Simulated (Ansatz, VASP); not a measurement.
# Two plane-wave programs on CrCoN2

```
Cr Co N
1.0
     2.69214    0.00000    0.00000
    -1.34607    2.33146    0.00000
     0.00000    0.00000    9.50557
Cr Co N
2 2 4
Cartesian
  0.0000 1.5543 2.3764
  1.3461 0.7772 7.1292
  0.0000 0.0000 0.0000
  0.0000 0.0000 4.7528
  1.3461 0.7772 1.0630
  0.0000 1.5543 8.4426
  0.0000 1.5543 5.8158
  1.3461 0.7772 3.6898
```

Alike in both runs: task single point; functional PBE; k mesh 12 × 12 × 4; occupations gaussian, width 0.1 eV; no spin polarisation.

|  | VASP | Ansatz |
| --- | --- | --- |
| version | VASP 6.6.1 | Ansatz 0.2.0 |
| potentials or method | VASP PAW PBE potentials, release 64 (Cr_pv, Co, N) | scalar-relativistic, plane waves, PAW |
| plane-wave cutoff (eV) | 520 | 420 |
| valence electrons in the cell | 62 | 82 |

|  | VASP | Ansatz | Ansatz less VASP |
| --- | --- | --- | --- |
| gap on the k mesh at the Fermi level (eV) | none | none | - |
| pressure (GPa) | 31.3 | 30.9 | -0.41 |
| largest component of the traceless stress (GPa) | 7.41 | 7.43 | +0.018 |
| rms of the force components (eV/Å) | 1.249 | 1.247 | -0.0024 |

Atom by atom the forces differ by 0.002 eV/Å (rms over components). A gap of «none» marks a metal or a gap that the smearing closes. The functional is the same, so the differences come from potentials, cutoffs and numerics. The two sets of potentials don't hold the same shells in valence.

Caveats: so large a pressure means that the cell lies far from this level's equilibrium, or that cutoff or potentials fall short (VASP); the run has no spin polarisation, though such a crystal can be magnetic; forces of over 1 eV/Å show positions far from the minimum, so gaps and moduli don't describe the material at rest. Spin polarisation is off, so any magnetic state and its effect on volume and gap are missing.
